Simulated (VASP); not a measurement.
Method: SCAN meta-GGA, VASP's PBE PAW potentials (set 64) (plane waves; VASP).

A VASP calculation is set up with these files.

File POSCAR:
```
BaZrO3
8.3314840
  0.5000000123   0.0000000000   0.0000000000
  0.0000000000   0.5000000123   0.0000000000
  0.0000000000   0.0000000000   0.5000000123
Ba Zr O
1 1 3
direct
  0.0000000000   0.0000000000   0.0000000000
  0.5000000000   0.5000000000   0.5000000000
  0.5000000000   0.0000000000   0.5000000000
  0.0000000000   0.5000000000   0.5000000000
  0.5000000000   0.5000000000   0.0000000000
```

### KPOINTS
```
Automatic mesh
0
G
  5 5 5
```

INCAR:
```
SYSTEM = BaZrO3
PREC = Accurate
ENCUT = 520
EDIFF = 1E-7
NELM = 100
ALGO = Normal
LREAL = .FALSE.
LASPH = .TRUE.
ISMEAR = 0
SIGMA = 0.05
METAGGA = SCAN
LMIXTAU = .TRUE.
LMAXMIX = 4
LWAVE = .FALSE.
LCHARG = .FALSE.
ISIF = 2
```

POTCAR, in this order: Ba_sv Zr_sv O (PBE.64 set). Program: vasp_std.

Output of the run:

**OSZICAR**
```
       N       E                     dE             d eps       ncg     rms          rms(c)
DAV:   1     0.270909790992E+03    0.27091E+03   -0.23186E+04   480   0.168E+03
DAV:   2    -0.106228950903E+03   -0.37714E+03   -0.37259E+03   608   0.412E+02
DAV:   3    -0.129056673587E+03   -0.22828E+02   -0.22803E+02   840   0.972E+01
DAV:   4    -0.129585470865E+03   -0.52880E+00   -0.52872E+00   624   0.122E+01
DAV:   5    -0.129601629246E+03   -0.16158E-01   -0.16158E-01   720   0.155E+00    0.331E+01
DAV:   6    -0.107174469195E+03    0.22427E+02   -0.29288E+01   624   0.414E+01    0.138E+01
DAV:   7    -0.106740662281E+03    0.43381E+00   -0.47051E+00   592   0.206E+01    0.498E+00
DAV:   8    -0.109982971239E+03   -0.32423E+01   -0.34018E+00   664   0.161E+01    0.200E+00
DAV:   9    -0.106715760715E+03    0.32672E+01   -0.14865E+00   528   0.117E+01    0.610E-01
DAV:  10    -0.106954281992E+03   -0.23852E+00   -0.79817E-01   632   0.539E+00    0.629E-01
DAV:  11    -0.106909598722E+03    0.44683E-01   -0.11173E-01   560   0.271E+00    0.430E-01
DAV:  12    -0.106948237378E+03   -0.38639E-01   -0.11731E-02   600   0.990E-01    0.313E-01
DAV:  13    -0.106971027413E+03   -0.22790E-01   -0.22230E-02   576   0.132E+00    0.154E-01
DAV:  14    -0.106978337374E+03   -0.73100E-02   -0.14483E-02   512   0.135E+00    0.140E-01
DAV:  15    -0.106981600001E+03   -0.32626E-02   -0.49578E-03   496   0.798E-01    0.284E-02
DAV:  16    -0.106982266712E+03   -0.66671E-03   -0.77427E-04   584   0.287E-01    0.503E-02
DAV:  17    -0.106982604388E+03   -0.33768E-03   -0.11455E-04   576   0.952E-02    0.235E-02
DAV:  18    -0.106983141352E+03   -0.53696E-03   -0.44802E-04   496   0.264E-01    0.104E-02
DAV:  19    -0.106983141650E+03   -0.29828E-06   -0.62326E-05   672   0.774E-02    0.580E-03
DAV:  20    -0.106983141923E+03   -0.27298E-06   -0.12263E-06   600   0.875E-03    0.515E-03
DAV:  21    -0.106983141388E+03    0.53585E-06   -0.13627E-06   616   0.988E-03    0.362E-03
DAV:  22    -0.106983145713E+03   -0.43255E-05   -0.56413E-06   496   0.275E-02    0.327E-03
DAV:  23    -0.106983146265E+03   -0.55193E-06   -0.35822E-07   528   0.682E-03    0.279E-03
DAV:  24    -0.106983145262E+03    0.10032E-05   -0.49647E-08   352   0.224E-03    0.148E-03
DAV:  25    -0.106983144346E+03    0.91569E-06   -0.52157E-08   344   0.262E-03    0.512E-04
DAV:  26    -0.106983143722E+03    0.62398E-06   -0.17884E-08   328   0.123E-03    0.391E-04
DAV:  27    -0.106983143762E+03   -0.40104E-07   -0.11189E-08   296   0.111E-03
   1 F= -.10698314E+03 E0= -.10698314E+03  d E =-.217885E-13
```

File OUTCAR:
```
------------------------ aborting loop because EDIFF is reached ----------------------------------------
  FORCE on cell =-STRESS in cart. coord.  units (eV):
  Direction    XX          YY          ZZ          XY          YZ          ZX
  --------------------------------------------------------------------------------------
  Total        2.4187386      2.4187386      2.4187386      0.0000000     -0.0000000      0.0000000
  in kB       53.6071074     53.6071074     53.6071074      0.0000000     -0.0000000      0.0000000
  external PRESSURE =      53.6071074 kB  Pullay stress =       0.0000000 kB
  volume of cell :       72.29
      direct lattice vectors                 reciprocal lattice vectors
     4.165742103  0.000000000  0.000000000     0.240053267  0.000000000  0.000000000
     0.000000000  4.165742103  0.000000000     0.000000000  0.240053267  0.000000000
     0.000000000  0.000000000  4.165742103     0.000000000  0.000000000  0.240053267
 POSITION                                       TOTAL-FORCE (eV/Angst)
 -----------------------------------------------------------------------------------
      0.00000      0.00000      0.00000         0.000000      0.000000      0.000000
      2.08287      2.08287      2.08287         0.000000      0.000000      0.000000
      2.08287      0.00000      2.08287         0.000000      0.000000      0.000000
      0.00000      2.08287      2.08287         0.000000      0.000000      0.000000
      2.08287      2.08287      0.00000         0.000000      0.000000      0.000000
 -----------------------------------------------------------------------------------
    total drift:                                0.000000     -0.000000     -0.000000
  FREE ENERGIE OF THE ION-ELECTRON SYSTEM (eV)
  ---------------------------------------------------
  free  energy   TOTEN  =      -106.9831437622 eV

  energy  without entropy=     -106.9831437622  energy(sigma->0) =     -106.98314376
```
(Selected blocks of OUTCAR.)

The compound is BaZrO3 in the cubic perovskite structure. This cell is one point of a volume scan, at 0.97 of the reference volume.
